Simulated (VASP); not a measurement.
Level of theory: PBE GGA, VASP's PBE PAW potentials (set 64) (plane waves; VASP 6.6.1).

Input for VASP

### KPOINTS
```
Automatic mesh
0
Gamma
10 10 10
0 0 0
```

### POSCAR
```
Ca
1.0
  0.0000000000   2.7626331733   2.7626331733
  2.7626331733   0.0000000000   2.7626331733
  2.7626331733   2.7626331733   0.0000000000
Ca
1
Cartesian
  0.0000000000   0.0000000000   0.0000000000
```

### INCAR
```
ALGO = Normal
EDIFF = 1E-6
EDIFFG = -0.01
ENCUT = 400
GGA = PE
IBRION = 2
ISIF = 3
ISMEAR = 1
LASPH = .True.
LCHARG = .False.
LREAL = .False.
LWAVE = .False.
NELM = 100
NSW = 60
PREC = Accurate
SIGMA = 0.1
SYSTEM = Ca
```

POTCAR, in this order: Ca_sv (PBE.64 set). Program: vasp_std.

Estimate the energy per atom (σ→0), band gap (on the k-mesh).

```yaml
energy per atom (σ→0): -1.932 eV/atom
band gap (on the k-mesh): none (metal, semimetal or under 0.01 eV)
```

File OSZICAR:
```
...
DAV:   4    -0.194158215591E+01   -0.28948E-01   -0.28935E-01  1202   0.396E+00
DAV:   5    -0.194204097319E+01   -0.45882E-03   -0.45860E-03  1431   0.347E-01    0.222E+00
DAV:   6    -0.193451440573E+01    0.75266E-02   -0.11409E-02  1079   0.133E+00    0.136E+00
DAV:   7    -0.193229688396E+01    0.22175E-02   -0.16693E-02  1078   0.176E+00    0.103E-01
DAV:   8    -0.193188575723E+01    0.41113E-03   -0.21203E-03  1030   0.483E-01    0.203E-02
DAV:   9    -0.193189760714E+01   -0.11850E-04   -0.12049E-04  1276   0.882E-02    0.589E-03
DAV:  10    -0.193189816408E+01   -0.55693E-06   -0.70049E-06  1162   0.289E-02
   1 F= -.19318982E+01 E0= -.19319450E+01  d E =-.193190E+01
```

The compound is Ca in the fcc structure. It was relaxed first. The start is the result of an earlier pass.
